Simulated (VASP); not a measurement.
GaN (wurtzite):

```xyz
4
Lattice="1.5950 -2.7626 0.0000 1.5950 2.7626 0.0000 0.0000 0.0000 5.1900" Properties=species:S:1:pos:R:3 pbc="T T T"
Ga     1.5950    -0.9209     2.5950
Ga     1.5950     0.9209     0.0000
N      1.5950    -0.9209     4.5516
N      1.5950     0.9209     1.9566
```

The lowest empty band near Γ, direction c, from mBJ (TB09) with spin-orbit coupling in VASP (PAW); its two spin partners are averaged. The gap over the points computed is 3.09 eV, and the next band on that side lies 2.57 eV away at the edge.

Numerical set-up: 520 eV cut-off, 9×9×5 Γ-centred mesh, Gaussian smearing of 0.050 eV, potentials Ga_d N.

```csv
distance from the edge in k (1/Å),distance in energy (meV)
0.018,5.6
0.025,10.8
0.035,21.0
0.050,42.5
0.070,82.0
```

Q: Fit E(1 + αE) = ħ²k²/2m* (ħ²/2m0 = 3.810 eV Å²) and predict the row at 0.095 1/Å.

A: Least squares on the energies gives the electron mass m* = 0.220 m0 and α = 0.41 per eV, and so 147.2 meV. The run gave 147.4 meV, +0.2 meV from the fit.

Left out are points under 3 meV from the edge, since the levels carry 0.1 meV, and points farther than half the way to the next band.

The compound is GaN in the wurtzite structure. The cell was not relaxed at this level.
